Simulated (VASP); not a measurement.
Al:

```
Al
1.0
     0.00000    2.02481    2.02481
     2.02481    0.00000    2.02481
     2.02481    2.02481    0.00000
Al
1
Direct
  0.00000 0.00000 0.00000
```

Base run:

- Program: VASP 6.6.1
- Functional: PBE
- Potentials or basis: VASP PAW PBE potentials, release 64 (Al)
- Cutoff: 520 eV
- k mesh: 10 × 10 × 10
- Occupations: gaussian, width 0.1 eV
- Spin: no spin polarisation

Its results: band gap on the k mesh none (metal or under the smearing width); pressure -0.6 GPa.

Question: The run is repeated on the same cell with these changes: k mesh from 10 × 10 × 10 to 6 × 6 × 6. What comes out?

Answer: Band gap on the k mesh none (metal or under the smearing width); pressure 0.0 GPa.

Caveats: some runs use coarse meshes.
